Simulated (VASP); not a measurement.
**EuMo: relaxation of cell and atoms with PBE**

Crystal: EuMo.

```xyz
2
Lattice="3.5314 0.0000 0.0000 0.0000 3.5314 0.0000 0.0000 0.0000 3.5314" Properties=species:S:1:pos:R:3 pbc="T T T"
Eu    1.7657    1.7657    1.7657
Mo    0.0000    0.0000    0.0000
```

The cell was built by a generator and needn't be a form met in nature.

- Program: VASP 6.6.1
- Task: relaxation of cell and atoms
- Functional: PBE
- Potentials or basis: VASP PAW PBE potentials, release 64 (Eu, Mo_sv)
- Cutoff: 600 eV
- k mesh: 6 × 6 × 6
- Occupations: fermi-dirac, width 0.05 eV
- Spin: collinear spin, ferromagnetic start
- Starting moments: [7.0, 1.0] μB
- Further INCAR settings: ALGO = Normal; EDIFF = 1e-07; IBRION = 2; EDIFFG = -0.02; NSW = 60; ISIF = 3

```yaml
Relaxed_volume: 21.95 Å³/atom
Relaxed_cell: a = 3.527 Å, b = 3.527 Å, c = 3.527 Å, α = 90.00°, β = 90.00°, γ = 90.00°
Space_group_after_relaxing_to_0.05_Å: Pm-3m (No. 221)
Energy_gained_by_relaxing: 0.0 meV/atom
Ionic_steps: 2
Pressure_after_relaxing: 0.0 GPa
Band_gap_on_the_k_mesh: none (metal or under the smearing width)
Net_moment: 5.48 μB per cell
Site_moments: Eu +6.29; Mo -0.98 μB
Valence_electrons_inside_the_program's_atomic_spheres: Eu 14.85; Mo 12.37
```

Final structure:
```
CELL_PARAMETERS angstrom
3.52747 0.00000 0.00000
0.00000 3.52747 0.00000
0.00000 0.00000 3.52747
ATOMIC_POSITIONS crystal
Eu 0.50000 0.50000 0.50000
Mo 0.00000 0.00000 0.00000
```

Levels at points of the mesh, in eV from the Fermi level:
Spin up:
```csv
k point,band 16,band 17,band 18,band 19,band 20,band 21
"(0.00, 0.00, 0.00)",-0.50,-0.50,-0.49,0.75,0.75,0.75
"(0.50, 0.00, 0.00)",-0.39,-0.39,0.23,0.89,1.09,1.09
"(0.50, 0.50, 0.00)",-0.50,-0.50,-0.39,-0.38,2.29,2.66
"(0.50, 0.50, 0.50)",-0.18,-0.18,-0.18,-0.10,-0.10,-0.10
```
Spin down:
```tsv
k point	band 11	band 12	band 13	band 14	band 15	band 16
(0.00, 0.00, 0.00)	-2.76	0.14	0.14	0.14	3.95	3.95
(0.50, 0.00, 0.00)	-1.18	-0.06	-0.06	0.43	1.67	2.34
(0.50, 0.50, 0.00)	-1.17	-1.17	1.65	2.28	2.88	2.88
(0.50, 0.50, 0.50)	-0.53	0.11	0.11	0.11	1.72	1.72
```

Run time: 120 s on 1 thread of AMD EPYC 9R45 96-Core Processor (Zen 5), with other jobs on the host, peak memory 0.19 GiB.

Caveat: spin-orbit coupling is left out, which moves the levels of the heavy elements; without U or exact exchange the open f shell lies at the Fermi level, which spoils levels, moments and volumes. The state reached can hang on the start; a lower one may exist.
